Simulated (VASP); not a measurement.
A run of VASP 6.6.1 is set up as follows.

File INCAR:

```
SYSTEM = La2AgSb4Au
PREC = Accurate
ENCUT = 600
EDIFF = 1E-6
ISMEAR = 1
SIGMA = 0.1
LREAL = .False.
LASPH = .True.
NELM = 80
ALGO = Normal
ISIF = 3
LWAVE = .False.
LCHARG = .False.
GGA = PS
IBRION = 2
NSW = 90
EDIFFG = -0.01
LUSENCCL = .False.
```

File KPOINTS:

```
Automatic mesh
0
Gamma
  6 6 4
  0 0 0
```

Contents of POSCAR:

```
La2AgSb4Au
1.0
    4.3711527700     -4.3711527700      0.0000000000
    4.3711527700      4.3711527700      0.0000000000
    0.0000000000      0.0000000000     10.9856205400
La Au Ag Sb
4 2 2 8
Direct
    0.7500000000      0.2500000000      0.2629930000
    0.2500000000      0.7500000000      0.2629930000
    0.2500000000      0.2500000000      0.7370070000
    0.7500000000      0.7500000000      0.7370070000
    0.0000000000      0.0000000000      0.0000000000
    0.0000000000      0.5000000000      0.0000000000
    0.5000000000      0.5000000000      0.0000000000
    0.5000000000      0.0000000000      0.0000000000
    0.7500000000      0.2500000000      0.8333123600
    0.2500000000      0.7500000000      0.8333123600
    0.2500000000      0.2500000000      0.1666876400
    0.7500000000      0.7500000000      0.1666876400
    0.0000000000      0.0000000000      0.5000000000
    0.5000000000      0.5000000000      0.5000000000
    0.0000000000      0.5000000000      0.5000000000
    0.5000000000      0.0000000000      0.5000000000
```

Potentials or basis: VASP PAW PBE potentials, release 64 (La, Au, Ag, Sb).

Run with:

```sh
$ cat potpaw_PBE.64/La/POTCAR potpaw_PBE.64/Au/POTCAR potpaw_PBE.64/Ag/POTCAR potpaw_PBE.64/Sb/POTCAR > POTCAR
$ mpirun -np 1 vasp_std > vasp.out
```

Question: What does it give for the relaxed volume?

Answer: 25.38 Å³/atom.

Question: Estimate the relaxed cell.

Answer: a = 6.204 Å, b = 6.210 Å, c = 10.540 Å, α = 90.00°, β = 90.00°, γ = 90.00°.

Forces in eV/Å, atoms in the order of the input:
```
La   0.003 -0.003  0.008
La  -0.003  0.003  0.008
La  -0.003  0.003 -0.008
La   0.003 -0.003 -0.008
Au   0.000  0.000  0.000
Au   0.000  0.000  0.000
Ag   0.000  0.000  0.000
Ag   0.000  0.000  0.000
Sb  -0.004  0.004  0.005
Sb   0.004 -0.004  0.005
Sb   0.004 -0.004 -0.005
Sb  -0.004  0.004 -0.005
Sb   0.000  0.000  0.000
Sb   0.000  0.000  0.000
Sb   0.000  0.000  0.000
Sb   0.000  0.000  0.000
```

Caveat: the PAW data sets were made with another functional, which shifts forces and pressure a little. Spin-orbit coupling is left out, which matters for the levels of Au, La, Sb.
